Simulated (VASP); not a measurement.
Calculation: PBEsol GGA, VASP's PBE PAW potentials (set 64) (plane waves; VASP).

VASP ran on this input.

### INCAR
```
SYSTEM = Al3Ni2
PREC = Accurate
ENCUT = 400
EDIFF = 1E-7
NELM = 100
ALGO = Normal
LREAL = .FALSE.
LASPH = .TRUE.
ISMEAR = 0
SIGMA = 0.05
GGA = PS
LMAXMIX = 4
LWAVE = .FALSE.
LCHARG = .FALSE.
LORBIT = 11
ICHARG = 11
```

### POSCAR
```
Al3Ni2
1
    1.9974875632    -3.4597504038    -0.0000000000
    1.9974875632     3.4597504038    -0.0000000000
   -0.0000000000    -0.0000000000     4.8757715972
Al Ni
3 2
Direct
  0.0000000000   0.0000000000   0.0000000000
  0.3333330000   0.6666670000   0.6477267734
  0.6666670000   0.3333330000   0.3522732266
  0.3333330000   0.6666670000   0.1459615171
  0.6666670000   0.3333330000   0.8540384829
```

### KPOINTS
```
k-points along high-symmetry lines
10
Line-mode
Reciprocal
  0.000000   0.000000   0.000000 ! GAMMA
  0.500000   0.000000   0.000000 ! M

  0.500000   0.000000   0.000000 ! M
  0.333333   0.333333   0.000000 ! K

  0.333333   0.333333   0.000000 ! K
  0.000000   0.000000   0.000000 ! GAMMA

  0.000000   0.000000   0.000000 ! GAMMA
  0.000000   0.000000   0.500000 ! A

  0.000000   0.000000   0.500000 ! A
  0.500000   0.000000   0.500000 ! L

  0.500000   0.000000   0.500000 ! L
  0.333333   0.333333   0.500000 ! H

  0.333333   0.333333   0.500000 ! H
  0.000000   0.000000   0.500000 ! A

  0.500000   0.000000   0.500000 ! L
  0.500000   0.000000   0.000000 ! M

  0.333333   0.333333   0.500000 ! H
  0.333333   0.333333   0.000000 ! K
```

POTCAR, in this order: Al Ni (PBE.64 set). Program: vasp_std. Read from the step before: CHGCAR.

What VASP printed:

File OSZICAR:
```
       N       E                     dE             d eps       ncg     rms          rms(c)
DAV:   1     0.115546933870E+03    0.11555E+03   -0.10560E+04  3240   0.135E+03
DAV:   2    -0.230168613283E+02   -0.13856E+03   -0.13475E+03  3246   0.288E+02
DAV:   3    -0.276947160711E+02   -0.46779E+01   -0.46066E+01  3882   0.677E+01
DAV:   4    -0.277894474187E+02   -0.94731E-01   -0.94555E-01  3850   0.850E+00
DAV:   5    -0.277924079636E+02   -0.29605E-02   -0.29601E-02  3928   0.153E+00
DAV:   6    -0.277925668191E+02   -0.15886E-03   -0.15885E-03  4648   0.308E-01
DAV:   7    -0.277925685904E+02   -0.17713E-05   -0.17712E-05  3980   0.265E-02
DAV:   8    -0.277925686723E+02   -0.81925E-07   -0.81472E-07  3106   0.409E-03
   1 F= -.27792569E+02 E0= -.27792214E+02  d E =-.710223E-03
```

OUTCAR:
```
 val. band max:        8.9319411367   @ k =   0.3333   0.3333   0.2222

 cond. band min:       8.9693991610   @ k =   0.1111   0.1111   0.5000



 k-point     1 :       0.0000    0.0000    0.0000
  band No.  band energies     occupation
      1      -2.0607      2.00000
      2       3.2582      2.00000
      3       3.6449      2.00000
      4       4.9207      2.00000
      5       4.9208      2.00000
      6       5.4969      2.00000
      7       5.4969      2.00000
      8       6.3799      2.00000
      9       6.3799      2.00000
     10       6.7653      2.00000
     11       6.8289      2.00000
     12       6.8289      2.00000
     13       7.2063      2.00000
     14       9.8102      0.00000
     15       9.8102      0.00000
     16      11.6976      0.00000
     17      11.6976      0.00000
     18      12.9248      0.00000

 k-point     2 :       0.0556    0.0000    0.0000
  band No.  band energies     occupation
      1      -2.0218      2.00000
      2       3.2824      2.00000
      3       3.6601      2.00000
      4       4.9032      2.00000
      5       4.9361      2.00000
      6       5.4771      2.00000
      7       5.5051      2.00000
      8       6.3565      2.00000
      9       6.3715      2.00000
     10       6.7748      2.00000
     11       6.7960      2.00000
     12       6.8265      2.00000
     13       7.2258      2.00000
     14       9.4920      0.00000
     15       9.6299      0.00000
     16      11.5933      0.00000
     17      11.9215      0.00000
     18      13.2830      0.00000

 k-point     3 :       0.1111    0.0000    0.0000
  band No.  band energies     occupation
      1      -1.9053      2.00000
      2       3.3520      2.00000
      3       3.7008      2.00000
      4       4.8476      2.00000
      5       4.9817      2.00000
      6       5.4154      2.00000
      7       5.5287      2.00000
      8       6.2851      2.00000
      9       6.3485      2.00000
     10       6.7132      2.00000
...
```

The density is held fixed in this step, so its total energy and stress have no physical meaning.

The compound is Al3Ni2 in the sg164 structure. It was relaxed first. The run is not spin-polarised, so no magnetic state was tried. The electron count is odd and the run is not spin-polarised, which forces a metal.
